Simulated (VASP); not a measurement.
Consider the following.

```
ZrH2
1.0
    3.04481     0.00000     0.00000
   -1.52240     2.63688     0.00000
    0.00000     0.00000    16.87710
Zr H
1 2
Cartesian
  1.52241   0.87896   8.43855
  0.00000   1.75792   6.99999
  0.00000   1.75792   9.87710
```

Level of theory: PBE GGA, VASP's PBE PAW potentials (set 64) (plane waves; VASP 6.6.1). Run with 300 eV cut-off, 12×12×1 Γ-centred mesh, Fermi-Dirac smearing of 0.10 eV, potentials Zr_sv H.

The cell holds a wide vacuum, so values per volume refer to the whole cell.

Give the energies of bands 5 to 10 at the high-symmetry points, in eV from the Fermi level.

```
band      Γ      M      K
----  -----  -----  -----
5     -6.37  -4.04  -3.64
6     -3.80  -4.03  -3.24
7     -1.42  -0.67  -0.09
8      1.10   1.69   0.20
9      1.10   2.66   2.03
10     3.76   2.80   3.71
```

It has no gap at this level: it comes out as a metal or semimetal.

The cell is a sheet with vacuum, built from a generated structure.
